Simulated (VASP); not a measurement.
Computed with vdW-DF-cx, VASP's PBE PAW potentials (set 64) (plane waves; VASP).

VASP ran on this input.

INCAR:
```
! general
SYSTEM   = SrCl2
PREC     = Accurate
ENCUT    = 520   ! plane-wave cut-off (eV)
LREAL    = .FALSE.   ! projection in real space or not
LASPH    = .TRUE.   ! aspherical one-centre terms

! electronic loop
EDIFF    = 1E-6   ! SCF stop (eV)
NELM     = 100   ! most electronic steps
ALGO     = Normal
LMAXMIX  = 4   ! l cut-off of mixed one-centre charges

! smearing
ISMEAR   = 0   ! Gaussian
SIGMA    = 0.05   ! width (eV)

! functional
GGA      = CX
LUSE_VDW = .TRUE.
AGGAC    = 0.0

! ions
IBRION   = 2   ! conjugate gradients
NSW      = 60   ! most ionic steps
ISIF     = 3
EDIFFG   = -0.02   ! ionic stop

! output
LWAVE    = .FALSE.
LCHARG   = .FALSE.
```

File KPOINTS:
```
K-points
0
gamma
5 5 5
```

**POSCAR**
```
SrCl2
1.0
  0.0000000000   3.4604136042   3.4604136042
  3.4604136042   0.0000000000   3.4604136042
  3.4604136042   3.4604136042   0.0000000000
Sr Cl
1 2
Cart
  3.4604136042   6.9208272084   3.4604136042
  1.7302068021   1.7302068021   1.7302068021
  5.1906204063   5.1906204063   5.1906204063
```

POTCAR, in this order: Sr_sv Cl (PBE.64 set). Program: vasp_std.

What VASP printed:

File OSZICAR:
```
       N       E                     dE             d eps       ncg     rms          rms(c)
DAV:   1     0.161114895582E+03    0.16111E+03   -0.11791E+04   320   0.136E+03
DAV:   2     0.191132749426E+01   -0.15920E+03   -0.15332E+03   424   0.250E+02
DAV:   3    -0.730325309984E+01   -0.92146E+01   -0.92064E+01   440   0.647E+01
DAV:   4    -0.759651776772E+01   -0.29326E+00   -0.29318E+00   568   0.900E+00
DAV:   5    -0.760027581764E+01   -0.37580E-02   -0.37580E-02   448   0.794E-01    0.145E+01
DAV:   6    -0.735803114428E+01    0.24224E+00   -0.64083E-01   400   0.466E+00    0.920E+00
DAV:   7    -0.737698152078E+01   -0.18950E-01   -0.40402E-01   488   0.413E+00    0.161E+00
DAV:   8    -0.738117089532E+01   -0.41894E-02   -0.59247E-02   368   0.144E+00    0.325E-01
DAV:   9    -0.738357852815E+01   -0.24076E-02   -0.23919E-03   456   0.325E-01    0.125E-01
DAV:  10    -0.738559774885E+01   -0.20192E-02   -0.22916E-03   352   0.288E-01    0.389E-02
DAV:  11    -0.738575345285E+01   -0.15570E-03   -0.20819E-04   448   0.776E-02    0.414E-02
DAV:  12    -0.738577646655E+01   -0.23014E-04   -0.39415E-05   352   0.361E-02    0.935E-03
DAV:  13    -0.738578113071E+01   -0.46642E-05   -0.71944E-06   440   0.175E-02    0.569E-03
DAV:  14    -0.738578170740E+01   -0.57669E-06   -0.71100E-07   288   0.589E-03
   1 F= -.73857817E+01 E0= -.73857817E+01  d E =-.738578E+01
       N       E                     dE             d eps       ncg     rms          rms(c)
DAV:   1    -0.739605821695E+01   -0.10277E-01   -0.22193E-01   432   0.337E+00    0.702E-01
DAV:   2    -0.738816176911E+01    0.78964E-02   -0.19257E-02   392   0.912E-01    0.244E-01
DAV:   3    -0.738649458725E+01    0.16672E-02   -0.49168E-03   576   0.434E-01    0.200E-01
DAV:   4    -0.738650016498E+01   -0.55777E-05   -0.39036E-04   584   0.114E-01    0.130E-01
DAV:   5    -0.738653898834E+01   -0.38823E-04   -0.21944E-04   544   0.791E-02    0.165E-02
DAV:   6    -0.738653667735E+01    0.23110E-05   -0.10066E-05   520   0.236E-02    0.642E-03
DAV:   7    -0.738653614387E+01    0.53348E-06   -0.11288E-06   336   0.101E-02
   2 F= -.73865361E+01 E0= -.73865361E+01  d E =-.754436E-03
```

File OUTCAR:
```
------------------------ aborting loop because EDIFF is reached ----------------------------------------
  FORCE on cell =-STRESS in cart. coord.  units (eV):
  Direction    XX          YY          ZZ          XY          YZ          ZX
  --------------------------------------------------------------------------------------
  Total        0.0096439      0.0096439      0.0096439      0.0000000      0.0000000     -0.0000000
  in kB        0.1849243      0.1849243      0.1849243      0.0000000      0.0000000     -0.0000000
  external PRESSURE =       0.1849243 kB  Pullay stress =       0.0000000 kB
  volume of cell :       83.55
      direct lattice vectors                 reciprocal lattice vectors
     0.000000000  3.469864067  3.469864067    -0.144097864  0.144097864  0.144097864
     3.469864067  0.000000000  3.469864067     0.144097864 -0.144097864  0.144097864
     3.469864067  3.469864067  0.000000000     0.144097864  0.144097864 -0.144097864
 POSITION                                       TOTAL-FORCE (eV/Angst)
 -----------------------------------------------------------------------------------
      6.93973      3.46986      3.46986        -0.000000     -0.000000     -0.000000
      1.73493      1.73493      1.73493         0.000000      0.000000     -0.000000
      5.20480      5.20480      5.20480        -0.000000      0.000000      0.000000
 -----------------------------------------------------------------------------------
    total drift:                                0.000000      0.000000      0.000000
  FREE ENERGIE OF THE ION-ELECTRON SYSTEM (eV)
  ---------------------------------------------------
  free  energy   TOTEN  =        -7.3865361439 eV

  energy  without entropy=       -7.3865361439  energy(sigma->0) =       -7.38653614

 reached required accuracy - stopping structural energy minimisation
```
(Selected blocks of OUTCAR.)

CONTCAR:
```
SrCl2
   1.00000000000000
     0.0000000000000000    3.4698640674965859    3.4698640674965859
     3.4698640674965859    0.0000000000000000    3.4698640674965859
     3.4698640674965859    3.4698640674965859    0.0000000000000000
  Sr              Cl
     1     2
Direct
     0.0000000000000000    1.0000000000000000    1.0000000000000000
     0.2500000000000000    0.2500000000000000    0.2500000000000000
     0.7500000000000000    0.7500000000000000    0.7500000000000000
```

File OUTCAR:
```
 val. band max:        0.1420547341   @ k =  -0.4000   0.4000   0.0000

 cond. band min:       5.5811717248   @ k =   0.0000   0.0000   0.0000


 Fermi energy:         0.4514349278

 k-point     1 :       0.0000    0.0000    0.0000
  band No.  band energies     occupation
      1     -32.5855      2.00000
      2     -14.5964      2.00000
      3     -14.5964      2.00000
      4     -14.5964      2.00000
      5     -13.1027      2.00000
      6     -12.2085      2.00000
      7      -1.9799      2.00000
      8      -1.9799      2.00000
      9      -1.9799      2.00000
     10      -0.1329      2.00000
     11      -0.1329      2.00000
     12      -0.1329      2.00000
     13       5.5812      0.00000
     14       6.3022      0.00000
     15       6.3022      0.00000
     16       9.2268      0.00000

 k-point     2 :       0.2000    0.0000    0.0000
  band No.  band energies     occupation
      1     -32.5843      2.00000
      2     -14.7282      2.00000
      3     -14.6016      2.00000
      4     -14.6016      2.00000
      5     -12.8834      2.00000
      6     -12.2875      2.00000
      7      -1.8324      2.00000
      8      -1.8324      2.00000
      9      -1.7136      2.00000
     10      -0.5628      2.00000
     11      -0.3475      2.00000
     12      -0.3475      2.00000
     13       6.3889      0.00000
     14       6.5938      0.00000
     15       6.5938      0.00000
     16       8.1033      0.00000

 k-point     3 :       0.4000    0.0000    0.0000
  band No.  band energies     occupation
      1     -32.5823      2.00000
      2     -14.8868      2.00000
      3     -14.6100      2.00000
      4     -14.6100      2.00000
      5     -12.6886      2.00000
      6     -12.2956      2.00000
      7      -1.4996      2.00000
      8      -1.4996      2.00000
      9      -1.3296      2.00000
     10      -1.1134      2.00000
     11      -0.7588      2.00000
     12      -0.7588      2.00000
     13       6.9085      0.00000
...
```

The compound is SrCl2 in the fluorite structure. This run relaxes it. Symmetry was kept, so distortions that lower it aren't found. The start is the result of an earlier pass.
